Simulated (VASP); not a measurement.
```
AsB
1.0
    0.00000     2.39000     2.39000
    2.39000     0.00000     2.39000
    2.39000     2.39000     0.00000
B As
1 1
Direct
  0.00000   0.00000   0.00000
  0.25000   0.25000   0.25000
```

The numbers are results of PBE GGA, VASP's PBE PAW potentials (set 64) (plane waves; VASP), not measurements. Numerical set-up: 520 eV cut-off, KSPACING 0.2 per Å, Gaussian smearing of 0.050 eV, potentials B As.

**Question.** Estimate the energy per atom (σ→0), pressure.

**Answer.** 
```yaml
energy per atom (σ→0): -5.704 eV/atom
pressure: 3.15 GPa
```

The absolute energy has meaning only against runs of the same code, potentials and settings.

The compound is BAs in the zinc blende structure. The cell was not relaxed at this level. The run is one of a series of settings (KGAMMA = .FALSE., KSPACING = 0.2, KPOINTS file removed against the base run), some of them coarse on purpose.
